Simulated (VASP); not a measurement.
A convergence study with VASP on CaF2 (fluorite): one setting is varied, all else stays as given below, so the limit is that of these other settings.

```
CaF2
1.0
    0.00000     2.73000     2.73000
    2.73000     0.00000     2.73000
    2.73000     2.73000     0.00000
Ca F
1 2
Direct
  0.00000   0.00000   0.00000
  0.25000   0.25000   0.25000
  0.75000   0.75000   0.75000
```

Computed with PBE GGA, VASP's PBE PAW potentials (set 64) (plane waves; VASP). The tightest run used: 700 eV cut-off, 12×12×12 Monkhorst-Pack mesh, Gaussian smearing of 0.050 eV, potentials Ca_sv F.

Question: The settings run are 1×1×1 mesh; 2×2×2 mesh; 3×3×3 mesh; 4×4×4 mesh; 5×5×5 mesh; 6×6×6 mesh; 7×7×7 mesh; 8×8×8 mesh; 9×9×9 mesh; 10×10×10 mesh; 11×11×11 mesh; 12×12×12 mesh. From which on does the stress (every component) stay within 0.1 GPa of the tightest run?

Answer: From 2×2×2 mesh on: it is off by 0.02 there and by no more than 0.1 in any finer run, while 1×1×1 mesh is off by 8.37.
```csv
setting,E (eV/atom),pressure (GPa),irreducible k-points,difference judged (GPa)
1×1×1 mesh,-5.7522,-5.96,1,8.37
2×2×2 mesh,-5.7806,2.38,2,0.02
3×3×3 mesh,-5.7787,2.41,4,0.01
4×4×4 mesh,-5.7793,2.40,10,0.00
5×5×5 mesh,-5.7794,2.40,10,0.00
6×6×6 mesh,-5.7793,2.40,28,0.00
7×7×7 mesh,-5.7793,2.40,20,0.00
8×8×8 mesh,-5.7793,2.40,60,0.00
9×9×9 mesh,-5.7793,2.40,35,0.00
10×10×10 mesh,-5.7793,2.40,110,0.00
11×11×11 mesh,-5.7793,2.40,56,0.00
12×12×12 mesh,-5.7793,2.40,182,0.00
```

Left out are rungs that failed or repeat a setting and relaxations that didn't move; long series are thinned to 24 rows.

The compound is CaF2 in the fluorite structure. The cell was not relaxed at this level.
